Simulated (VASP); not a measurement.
Output of a VASP run:

File OUTCAR:
```
 ion  position               nearest neighbor table
   1  0.000  0.000  0.000-   2 2.48   3 2.48   2 2.48   3 2.48   3 2.48   3 2.48   2 2.48   2 2.48
                             3 2.48   3 2.48   2 2.48   2 2.48
   2  0.333  0.667  0.500-   3 1.77   3 1.77   3 1.77   1 2.48   1 2.48   1 2.48   1 2.48   1 2.48
                             1 2.48
   3  0.667  0.333  0.500-   2 1.77   2 1.77   2 1.77   1 2.48   1 2.48   1 2.48   1 2.48   1 2.48
                             1 2.48
  LATTYP: Found a hexagonal cell.
 ALAT       =     3.0716246531
 C/A-ratio  =     1.1307944212
 Subroutine PRICEL returns:
 Original cell was already a primitive cell.
 Subroutine GETGRP returns: Found 24 space group operations
The static configuration has the point symmetry D_6h.
The dynamic configuration has the point symmetry D_6h.
 Subroutine INISYM returns: Found 24 space group operations
 Subroutine IBZKPT returns following result:
 Found     70 irreducible k-points:

 Following reciprocal coordinates:
            Coordinates               Weight
  0.000000  0.000000  0.000000      1.000000
  0.100000 -0.000000  0.000000      6.000000
  0.200000 -0.000000  0.000000      6.000000
  0.300000 -0.000000  0.000000      6.000000
  0.400000 -0.000000  0.000000      6.000000
  0.500000  0.000000  0.000000      3.000000
  0.100000  0.100000  0.000000      6.000000
  0.200000  0.100000  0.000000     12.000000
  0.300000  0.100000  0.000000     12.000000
  0.400000  0.100000  0.000000     12.000000
  0.200000  0.200000  0.000000      6.000000
  0.300000  0.200000  0.000000     12.000000
  0.400000  0.200000  0.000000      6.000000
  0.300000  0.300000  0.000000      6.000000
  0.000000  0.000000  0.125000      2.000000
  0.100000 -0.000000  0.125000     12.000000
  0.200000 -0.000000  0.125000     12.000000
  0.300000 -0.000000  0.125000     12.000000
  0.400000 -0.000000  0.125000     12.000000
  0.500000  0.000000  0.125000      6.000000
  0.100000  0.100000  0.125000     12.000000
  0.200000  0.100000  0.125000     24.000000
  0.300000  0.100000  0.125000     24.000000
  0.400000  0.100000  0.125000     24.000000
  0.200000  0.200000  0.125000     12.000000
  0.300000  0.200000  0.125000     24.000000
  0.400000  0.200000  0.125000     12.000000
  0.300000  0.300000  0.125000     12.000000
  0.000000  0.000000  0.250000      2.000000
  0.100000 -0.000000  0.250000     12.000000
  0.200000 -0.000000  0.250000     12.000000
  0.300000 -0.000000  0.250000     12.000000
  0.400000 -0.000000  0.250000     12.000000
  0.500000  0.000000  0.250000      6.000000
  0.100000  0.100000  0.250000     12.000000
  0.200000  0.100000  0.250000     24.000000
  0.300000  0.100000  0.250000     24.000000
  0.400000  0.100000  0.250000     24.000000
  0.200000  0.200000  0.250000     12.000000
  0.300000  0.200000  0.250000     24.000000
   k-points           NKPTS =     70   k-points in BZ     NKDIM =     70   number of bands    NBANDS=      8
   number of dos      NEDOS =    301   number of ions     NIONS =      3
   total plane-waves  NPLWV =  16128
   dimension x,y,z NGX =    24 NGY =   24 NGZ =   28
   dimension x,y,z NGXF=    48 NGYF=   48 NGZF=   56
   ions per type =               1   2
   PREC   = accura    normal or accurate (medium, high low for compatibility)
   ISTART =      0    job   : 0-new  1-cont  2-samecut
   ICHARG =      2    charge: 1-file 2-atom 10-const
   ISPIN  =      1    spin polarized calculation?
   LNONCOLLINEAR =      F non collinear calculations
   LSORBIT =      F    spin-orbit coupling
   INIWAV =      1    electr: 0-lowe 1-rand  2-diag
   ENCUT  =  520.0 eV  38.22 Ry    6.18 a.u.   5.71  5.71  6.46*2*pi/ulx,y,z
   NELM   =    100;   NELMIN=  2; NELMDL= -5     # of ELM steps
   EDIFF  = 0.1E-05   stopping-criterion for ELM
   LREAL  =      F    real-space projection
   NLSPLINE    = F    spline interpolate recip. space projectors
   LMAXMIX     =    2 max onsite mixed and CHGCAR
...
```

OSZICAR:
```
       N       E                     dE             d eps       ncg     rms          rms(c)
DAV:   1     0.155754172754E+01    0.15575E+01   -0.41847E+03  1200   0.877E+02
DAV:   2    -0.213133098697E+02   -0.22871E+02   -0.21389E+02  1656   0.115E+02
DAV:   3    -0.216370975116E+02   -0.32379E+00   -0.31620E+00  1504   0.158E+01
DAV:   4    -0.216378654085E+02   -0.76790E-03   -0.76790E-03  1664   0.593E-01
DAV:   5    -0.216378668014E+02   -0.13929E-05   -0.13933E-05  1576   0.130E-02    0.528E+00
DAV:   6    -0.194230762693E+02    0.22148E+01   -0.23114E+00  1240   0.104E+01    0.281E+00
DAV:   7    -0.191498404718E+02    0.27324E+00   -0.91658E-01  1368   0.619E+00    0.595E-01
DAV:   8    -0.191759332434E+02   -0.26093E-01   -0.23256E-01  1264   0.473E+00    0.471E-01
DAV:   9    -0.192516444943E+02   -0.75711E-01   -0.64071E-02  1144   0.236E+00    0.139E-01
DAV:  10    -0.192518038112E+02   -0.15932E-03   -0.58318E-03  1448   0.777E-01    0.437E-02
DAV:  11    -0.192508949929E+02    0.90882E-03   -0.41734E-04  1304   0.259E-01    0.183E-02
DAV:  12    -0.192509971061E+02   -0.10211E-03   -0.29533E-04  1216   0.196E-01    0.106E-02
DAV:  13    -0.192509490450E+02    0.48061E-04   -0.10176E-04  1200   0.116E-01    0.173E-03
DAV:  14    -0.192509478369E+02    0.12081E-05   -0.21466E-06  1776   0.190E-02    0.126E-03
DAV:  15    -0.192509473836E+02    0.45330E-06   -0.12619E-07   648   0.499E-03
   1 F= -.19250947E+02 E0= -.19251063E+02  d E =-.192509E+02
       N       E                     dE             d eps       ncg     rms          rms(c)
DAV:   1    -0.192509978022E+02   -0.49965E-04   -0.95599E-04  1176   0.356E-01    0.205E-02
DAV:   2    -0.192509911760E+02    0.66262E-05   -0.58736E-05  1624   0.530E-02    0.108E-02
DAV:   3    -0.192509869839E+02    0.41921E-05   -0.78742E-06  1200   0.221E-02    0.285E-03
DAV:   4    -0.192509877152E+02   -0.73130E-06   -0.14044E-06   992   0.112E-02
   2 F= -.19250988E+02 E0= -.19251099E+02  d E =-.403316E-04
```

File OUTCAR:
```
------------------------ aborting loop because EDIFF is reached ----------------------------------------
  FORCE on cell =-STRESS in cart. coord.  units (eV):
  Direction    XX          YY          ZZ          XY          YZ          ZX
  --------------------------------------------------------------------------------------
  Total       -0.0278262     -0.0278262      0.0018451     -0.0000000      0.0000000     -0.0000000
  in kB       -1.5668877     -1.5668871      0.1038960     -0.0000000      0.0000000     -0.0000000
  external PRESSURE =      -1.0099596 kB  Pullay stress =       0.0000000 kB
  volume of cell :       28.45
      direct lattice vectors                 reciprocal lattice vectors
     1.537021094 -2.662198136 -0.000000000     0.325304579 -0.187814721 -0.000000000
     1.537021094  2.662198136  0.000000000     0.325304579  0.187814721  0.000000000
     0.000000000 -0.000000000  3.476775988     0.000000000 -0.000000000  0.287622787
 POSITION                                       TOTAL-FORCE (eV/Angst)
 -----------------------------------------------------------------------------------
      3.07404      0.00000     -0.00000        -0.000000      0.000000      0.000000
      1.53702      0.88740      1.73839        -0.000000     -0.000000      0.000000
      1.53702     -0.88740      1.73839         0.000000      0.000000      0.000000
 -----------------------------------------------------------------------------------
    total drift:                                0.000000      0.000000      0.000000
  FREE ENERGIE OF THE ION-ELECTRON SYSTEM (eV)
  ---------------------------------------------------
  free  energy   TOTEN  =       -19.2509877152 eV

  energy  without entropy=      -19.2513207316  energy(sigma->0) =      -19.25109872

 reached required accuracy - stopping structural energy minimisation
```
(Selected blocks of OUTCAR.)

**POSCAR**
```
MgB2
1
    1.5358125382    -2.6601048583     0.0000000000
    1.5358125382     2.6601048583    -0.0000000000
    0.0000000000    -0.0000000000     3.4733760219
Mg B
1 2
Direct
  1.0000000000   0.0000000000   0.0000000000
  0.3333330000   0.6666670000   0.5000000000
  0.6666670000   0.3333330000   0.5000000000
```

Question: Write an INCAR and KPOINTS that could have produced this output.

Answer: This is not unique; one that fits is the input of the run itself, r2SCAN+rVV10, plane waves, VASP's PBE PAW potentials (set 64).

INCAR:
```
! general
SYSTEM  =MgB2
PREC    =Accurate
ENCUT   =520
LREAL   =F
LASPH   =T

! electronic loop
EDIFF   =1E-6
NELM    =100
ALGO    =Normal
LMIXTAU =T

! smearing
ISMEAR  =1
SIGMA   =0.1

! functional
METAGGA =R2SCAN
LUSE_VDW=T
BPARAM  =11.95
CPARAM  =0.0093

! ions
IBRION  =2
NSW     =60
ISIF    =3
EDIFFG  =-0.02

! output
LWAVE   =F
LCHARG  =F
```

KPOINTS:
```
Automatic mesh
0
Gamma
10 10 8
0 0 0
```

POTCAR, in this order: Mg B (PBE.64 set). Program: vasp_std.

The compound is MgB2 in the AlB2 type structure. This run relaxes it. Symmetry was kept, so distortions that lower it aren't found. The start is the result of an earlier pass.
